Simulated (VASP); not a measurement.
Computed with r2SCAN meta-GGA, VASP's PBE PAW potentials (set 64) (plane waves; VASP 6.6.1).

VASP ran on this input.

POSCAR:
```
Ge2W
1
   -1.6506782856     1.6506782856     4.1005543815
    1.6506782856    -1.6506782856     4.1005543815
    1.6506782856     1.6506782856    -4.1005543815
W Ge
1 2
Direct
  0.0000000000   0.0000000000   0.0000000000
  0.3367627021   0.3367627021   0.0000000000
  0.6632372979   0.6632372979   0.0000000000
```

### INCAR
```
ISIF = 3
LREAL = F   # projection in real space or not
IBRION = 2
LCHARG = F
LMIXTAU = T
LASPH = T
NELM = 100   # most electronic steps
SIGMA = 0.1
EDIFFG = -0.02
ENCUT = 400
EDIFF = 1E-6
METAGGA = R2SCAN
LMAXMIX = 6   # l cut-off of mixed one-centre charges
SYSTEM = Ge2W
PREC = Accurate
ALGO = Normal
LWAVE = F
NSW = 60   # most ionic steps
ISMEAR = 1
```

KPOINTS:
```
Automatic
0
Gamma
 12 12 12
0 0 0
```

POTCAR, in this order: W_sv Ge_d (PBE.64 set). Program: vasp_std.

What VASP printed:

File OUTCAR:
```
 ion  position               nearest neighbor table
   1  0.000  0.000  0.000-   3 2.69   3 2.69   3 2.69   2 2.69   3 2.69   2 2.69   2 2.69   2 2.69
                             2 2.76   3 2.76
   2  0.337  0.337  0.000-   3 2.68   1 2.69   1 2.69   1 2.69   1 2.69   3 2.73   3 2.73   3 2.73
                             3 2.73   1 2.76
   3  0.663  0.663  0.000-   2 2.68   1 2.69   1 2.69   1 2.69   1 2.69   2 2.73   2 2.73   2 2.73
                             2 2.73   1 2.76
  LATTYP: Found a body centered tetragonal cell.
 ALAT       =     3.3013565712
 C/A-ratio  =     2.4841632784
 Subroutine PRICEL returns:
 Original cell was already a primitive cell.
 Subroutine GETGRP returns: Found 16 space group operations
The static configuration has the point symmetry D_4h.
The dynamic configuration has the point symmetry D_4h.
 Subroutine INISYM returns: Found 16 space group operations
 Subroutine IBZKPT returns following result:
 Found    163 irreducible k-points:

 Following reciprocal coordinates:
            Coordinates               Weight
  0.000000  0.000000  0.000000      1.000000
  0.083333  0.000000 -0.000000      8.000000
  0.166667  0.000000  0.000000      8.000000
  0.250000  0.000000 -0.000000      8.000000
...
```

### OSZICAR
```
       N       E                     dE             d eps       ncg     rms          rms(c)
DAV:   1     0.232399371416E+03    0.23240E+03   -0.19273E+04  9602   0.392E+03
DAV:   2    -0.501043343931E+02   -0.28250E+03   -0.27853E+03  8214   0.629E+02
DAV:   3    -0.846261223793E+02   -0.34522E+02   -0.34141E+02  9766   0.167E+02
DAV:   4    -0.855914538633E+02   -0.96533E+00   -0.95638E+00  9445   0.303E+01
DAV:   5    -0.856069583996E+02   -0.15505E-01   -0.15479E-01 10377   0.423E+00    0.218E+01
DAV:   6    -0.789347389312E+02    0.66722E+01   -0.47827E+00  8659   0.201E+01    0.463E+00
DAV:   7    -0.782584405720E+02    0.67630E+00   -0.69207E-01  9394   0.524E+00    0.269E+00
DAV:   8    -0.786914432788E+02   -0.43300E+00   -0.37368E-01  8379   0.371E+00    0.111E+00
DAV:   9    -0.787139910216E+02   -0.22548E-01   -0.31151E-02  9322   0.126E+00    0.339E-01
DAV:  10    -0.786992333948E+02    0.14758E-01   -0.22702E-02  8621   0.938E-01    0.957E-02
DAV:  11    -0.787165826080E+02   -0.17349E-01   -0.82947E-03  8370   0.546E-01    0.585E-02
DAV:  12    -0.787167834299E+02   -0.20082E-03   -0.54563E-04 10283   0.161E-01    0.252E-02
DAV:  13    -0.787170647466E+02   -0.28132E-03   -0.29683E-04  8990   0.123E-01    0.681E-03
DAV:  14    -0.787170732151E+02   -0.84685E-05   -0.18316E-05  9079   0.317E-02    0.243E-03
DAV:  15    -0.787170842011E+02   -0.10986E-04   -0.59885E-06  7234   0.173E-02    0.135E-03
DAV:  16    -0.787170810146E+02    0.31865E-05   -0.78836E-07  4768   0.846E-03    0.776E-04
DAV:  17    -0.787170836629E+02   -0.26484E-05   -0.32123E-07  4280   0.489E-03    0.216E-04
DAV:  18    -0.787170831513E+02    0.51167E-06   -0.59682E-08  4218   0.228E-03
   1 F= -.78717083E+02 E0= -.78716836E+02  d E =-.787171E+02
       N       E                     dE             d eps       ncg     rms          rms(c)
DAV:   1    -0.789938999559E+02   -0.27682E+00   -0.58768E+00  9767   0.372E+01    0.421E+00
DAV:   2    -0.787824205651E+02    0.21148E+00   -0.65636E-01  9955   0.897E+00    0.149E+00
DAV:   3    -0.787308439146E+02    0.51577E-01   -0.78520E-02 11111   0.425E+00    0.710E-01
DAV:   4    -0.787175550491E+02    0.13289E-01   -0.19881E-02 11671   0.156E+00    0.404E-01
DAV:   5    -0.787146812105E+02    0.28738E-02   -0.56392E-03  9479   0.931E-01    0.547E-02
DAV:   6    -0.787161018718E+02   -0.14207E-02   -0.49290E-03  8477   0.575E-01    0.477E-02
DAV:   7    -0.787171284643E+02   -0.10266E-02   -0.69185E-04  8313   0.173E-01    0.184E-02
DAV:   8    -0.787171555313E+02   -0.27067E-04   -0.35376E-05  9613   0.495E-02    0.108E-02
DAV:   9    -0.787171441611E+02    0.11370E-04   -0.54076E-06  8915   0.214E-02    0.663E-03
DAV:  10    -0.787171612710E+02   -0.17110E-04   -0.18586E-06  5645   0.112E-02    0.150E-03
DAV:  11    -0.787171534894E+02    0.77815E-05   -0.30381E-07  4170   0.517E-03    0.932E-04
DAV:  12    -0.787171568600E+02   -0.33706E-05   -0.86687E-08  4144   0.239E-03    0.402E-04
DAV:  13    -0.787171553187E+02    0.15413E-05   -0.21468E-08  4128   0.139E-03    0.839E-05
DAV:  14    -0.787171555984E+02   -0.27963E-06   -0.50657E-09  4120   0.735E-04
   2 F= -.78717156E+02 E0= -.78716909E+02  d E =-.724471E-04
       N       E                     dE             d eps       ncg     rms          rms(c)
DAV:   1    -0.787914098811E+02   -0.74255E-01   -0.14219E+00  9774   0.174E+01    0.216E+00
DAV:   2    -0.787383156629E+02    0.53094E-01   -0.15563E-01 10045   0.459E+00    0.752E-01
DAV:   3    -0.787254702356E+02    0.12845E-01   -0.19009E-02 11138   0.217E+00    0.361E-01
DAV:   4    -0.787222029113E+02    0.32673E-02   -0.46470E-03 11897   0.734E-01    0.209E-01
DAV:   5    -0.787216484878E+02    0.55442E-03   -0.12723E-03  9358   0.430E-01    0.284E-02
DAV:   6    -0.787218060454E+02   -0.15756E-03   -0.10951E-03  8456   0.271E-01    0.235E-02
DAV:   7    -0.787220994542E+02   -0.29341E-03   -0.17506E-04  8345   0.880E-02    0.929E-03
DAV:   8    -0.787220981762E+02    0.12780E-05   -0.76893E-06  9683   0.246E-02    0.535E-03
DAV:   9    -0.787221025793E+02   -0.44031E-05   -0.16252E-06  5563   0.110E-02    0.412E-03
DAV:  10    -0.787220951124E+02    0.74669E-05   -0.64603E-07  4207   0.716E-03    0.878E-04
DAV:  11    -0.787220983823E+02   -0.32698E-05   -0.84698E-08  4126   0.331E-03    0.432E-04
DAV:  12    -0.787220971424E+02    0.12399E-05   -0.21101E-08  4108   0.121E-03    0.190E-04
DAV:  13    -0.787220975530E+02   -0.41063E-06   -0.52187E-09  4105   0.746E-04
   3 F= -.78722098E+02 E0= -.78721833E+02  d E =-.501440E-02
       N       E                     dE             d eps       ncg     rms          rms(c)
DAV:   1    -0.787330131361E+02   -0.10916E-01   -0.40085E-01 11713   0.687E+00    0.785E-01
DAV:   2    -0.787251942341E+02    0.78189E-02   -0.21546E-02 10700   0.182E+00    0.339E-01
DAV:   3    -0.787229551898E+02    0.22390E-02   -0.32980E-03 11285   0.924E-01    0.133E-01
DAV:   4    -0.787224925911E+02    0.46260E-03   -0.89395E-04 11963   0.324E-01    0.562E-02
DAV:   5    -0.787225087250E+02   -0.16134E-04   -0.20108E-04  9539   0.178E-01    0.155E-02
DAV:   6    -0.787224798687E+02    0.28856E-04   -0.98213E-05  8367   0.791E-02    0.808E-03
DAV:   7    -0.787225191028E+02   -0.39234E-04   -0.14509E-05  8249   0.266E-02    0.306E-03
DAV:   8    -0.787225153864E+02    0.37164E-05   -0.10302E-06  5006   0.117E-02    0.133E-03
DAV:   9    -0.787225209382E+02   -0.55517E-05   -0.28989E-07  4148   0.567E-03    0.627E-04
DAV:  10    -0.787225143528E+02    0.65853E-05   -0.10820E-07  4108   0.335E-03    0.247E-04
DAV:  11    -0.787225175973E+02   -0.32445E-05   -0.23559E-08  4104   0.188E-03    0.142E-04
DAV:  12    -0.787225163783E+02    0.12190E-05   -0.46069E-09  4102   0.830E-04    0.396E-05
DAV:  13    -0.787225166828E+02   -0.30445E-06   -0.16582E-09  4096   0.455E-04
   4 F= -.78722517E+02 E0= -.78722305E+02  d E =-.419130E-03
       N       E                     dE             d eps       ncg     rms          rms(c)
DAV:   1    -0.787242117957E+02   -0.16954E-02   -0.55439E-02 12066   0.259E+00    0.290E-01
DAV:   2    -0.787231224477E+02    0.10893E-02   -0.28919E-03 10856   0.661E-01    0.124E-01
DAV:   3    -0.787227958653E+02    0.32658E-03   -0.44999E-04 11211   0.337E-01    0.495E-02
DAV:   4    -0.787227499905E+02    0.45875E-04   -0.12568E-04 11946   0.120E-01    0.208E-02
DAV:   5    -0.787227260609E+02    0.23930E-04   -0.27783E-05  9581   0.663E-02    0.567E-03
DAV:   6    -0.787227505836E+02   -0.24523E-04   -0.13430E-05  8382   0.296E-02    0.302E-03
DAV:   7    -0.787227437510E+02    0.68326E-05   -0.19643E-06  6140   0.984E-03    0.110E-03
DAV:   8    -0.787227453603E+02   -0.16093E-05   -0.17527E-07  4121   0.517E-03    0.501E-04
DAV:   9    -0.787227434469E+02    0.19133E-05   -0.46523E-08  4104   0.252E-03    0.231E-04
DAV:  10    -0.787227456841E+02   -0.22372E-05   -0.14655E-08  4102   0.134E-03    0.959E-05
DAV:  11    -0.787227444475E+02    0.12366E-05   -0.43950E-09  4093   0.836E-04    0.608E-05
DAV:  12    -0.787227449896E+02   -0.54210E-06   -0.10852E-09  4090   0.440E-04
   5 F= -.78722745E+02 E0= -.78722503E+02  d E =-.647437E-03
```

### OUTCAR
```
------------------------ aborting loop because EDIFF is reached ----------------------------------------
  FORCE on cell =-STRESS in cart. coord.  units (eV):
  Direction    XX          YY          ZZ          XY          YZ          ZX
  --------------------------------------------------------------------------------------
  Total       -0.0000200     -0.0000200      0.0332008      0.0000000     -0.0000000      0.0000000
  in kB       -0.0007088     -0.0007088      1.1789798      0.0000000     -0.0000000      0.0000000
  external PRESSURE =       0.3925208 kB  Pullay stress =       0.0000000 kB
  volume of cell :       45.12
      direct lattice vectors                 reciprocal lattice vectors
    -1.661138908  1.661138908  4.087715549     0.000000000  0.300998308  0.122317709
     1.661138908 -1.661138908  4.087715549     0.300998308  0.000000000  0.122317709
     1.661138908  1.661138908 -4.087715549     0.300998308  0.300998308  0.000000000
 POSITION                                       TOTAL-FORCE (eV/Angst)
 -----------------------------------------------------------------------------------
      0.00000      0.00000     -0.00000         0.000000      0.000000     -0.000000
      0.00000      0.00000      2.75921        -0.000000     -0.000000      0.012859
      0.00000      0.00000      5.41622         0.000000      0.000000     -0.012859
 -----------------------------------------------------------------------------------
    total drift:                               -0.000000     -0.000000      0.000000
  FREE ENERGIE OF THE ION-ELECTRON SYSTEM (eV)
  ---------------------------------------------------
  free  energy   TOTEN  =       -78.7227449896 eV

  energy  without entropy=      -78.7220198009  energy(sigma->0) =      -78.72250326

 reached required accuracy - stopping structural energy minimisation
```
(Selected blocks of OUTCAR.)

**CONTCAR**
```
Ge2W
   1.00000000000000
    -1.6611389077439378    1.6611389077439378    4.0877155493407704
     1.6611389077439378   -1.6611389077439378    4.0877155493407704
     1.6611389077439378    1.6611389077439378   -4.0877155493407704
  W               Ge
     1     2
Direct
     0.0000000000000000    0.0000000000000000    0.0000000000000000
     0.3375001325624302    0.3375001325624302    0.0000000000000000
     0.6624998674375697    0.6624998674375697    0.0000000000000000
```

The structure was generated: Ge2W was put into the MoSi2 type (I4/mmm), which need not be its known phase. This run relaxes it. Symmetry was kept, so distortions that lower it aren't found. The start is the result of an earlier pass.
